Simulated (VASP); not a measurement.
Input of a VASP 6.6.1 run:

File INCAR:

```
  PREC = Accurate
  ENCUT = 520
  EDIFF = 1E-7
  ISMEAR = 0
  SIGMA = 0.02
  LREAL = False
  LASPH = True
  NELM = 80
  ALGO = Normal
  ISIF = 2
  LWAVE = False
  LCHARG = False
  METAGGA = R2SCAN
  LMIXTAU = True
  NBANDS = 11
```

The input KPOINTS:

```
Automatic mesh
0
Gamma
  10 10 10
```

The input POSCAR:

```
Si                                      
1.0
    0.0000000000      2.7200000000      2.7200000000
    2.7200000000      0.0000000000      2.7200000000
    2.7200000000      2.7200000000      0.0000000000
  Si            
     2
Direct
     0.0000000000000000    0.0000000000000000    0.0000000000000000
     0.2500000000000000    0.2500000000000000    0.2500000000000000
```

KPOINTS_OPT

```
path GXWKGLUWLK,UX
20
line-mode
reciprocal
 0.0000000000  0.0000000000  0.0000000000  G
 0.5000000000  0.0000000000  0.5000000000  X

 0.5000000000  0.0000000000  0.5000000000  X
 0.5000000000  0.2500000000  0.7500000000  W

 0.5000000000  0.2500000000  0.7500000000  W
 0.3750000000  0.3750000000  0.7500000000  K

 0.3750000000  0.3750000000  0.7500000000  K
 0.0000000000  0.0000000000  0.0000000000  G

 0.0000000000  0.0000000000  0.0000000000  G
 0.5000000000  0.5000000000  0.5000000000  L

 0.5000000000  0.5000000000  0.5000000000  L
 0.6250000000  0.2500000000  0.6250000000  U

 0.6250000000  0.2500000000  0.6250000000  U
 0.5000000000  0.2500000000  0.7500000000  W

 0.5000000000  0.2500000000  0.7500000000  W
 0.5000000000  0.5000000000  0.5000000000  L

 0.5000000000  0.5000000000  0.5000000000  L
 0.3750000000  0.3750000000  0.7500000000  K

 0.6250000000  0.2500000000  0.6250000000  U
 0.5000000000  0.0000000000  0.5000000000  X
```

Potentials or basis: VASP PAW PBE potentials, release 64 (Si).

Run with:

```console
$ cat potpaw_PBE.64/Si/POTCAR > POTCAR
$ mpirun -np 1 vasp_std > vasp.out
```

Q: What does it give for the band gap on the k mesh?

A: 0.79 eV, indirect (least direct gap 2.76 eV).

Q: What does it give for the pressure?

A: 0.0 GPa.

Q: Predict the band gap along the path.

A: 0.78 eV, indirect (least direct gap 2.76 eV).

Levels at the corners of the path, in eV from the valence-band top:
```csv
point,band 2,band 3,band 4,band 5,band 6,band 7
Γ,0.00,0.00,0.00,2.76,2.76,2.76
X,-8.14,-3.00,-3.00,0.93,0.93,10.84
X,-8.14,-3.00,-3.00,0.93,0.93,10.84
W,-7.97,-4.00,-4.00,4.60,4.60,5.41
W,-7.97,-4.00,-4.00,4.60,4.60,5.41
K,-7.52,-4.47,-2.55,1.44,4.47,7.97
K,-7.52,-4.47,-2.55,1.44,4.47,7.97
Γ,0.00,0.00,0.00,2.76,2.76,2.76
Γ,0.00,0.00,0.00,2.76,2.76,2.76
L,-7.24,-1.27,-1.27,1.87,3.59,3.59
L,-7.24,-1.27,-1.27,1.87,3.59,3.59
U,-7.52,-4.47,-2.55,1.44,4.47,7.97
U,-7.52,-4.47,-2.55,1.44,4.47,7.97
W,-7.97,-4.00,-4.00,4.60,4.60,5.41
W,-7.97,-4.00,-4.00,4.60,4.60,5.41
L,-7.24,-1.27,-1.27,1.87,3.59,3.59
L,-7.24,-1.27,-1.27,1.87,3.59,3.59
K,-7.52,-4.47,-2.55,1.44,4.47,7.97
U,-7.52,-4.47,-2.55,1.44,4.47,7.97
X,-8.14,-3.00,-3.00,0.93,0.93,10.84
```

Caveat: the PAW data sets were made with another functional, which shifts forces and pressure a little. r2SCAN opens gaps a little over a GGA but as a rule still falls short of measured ones.
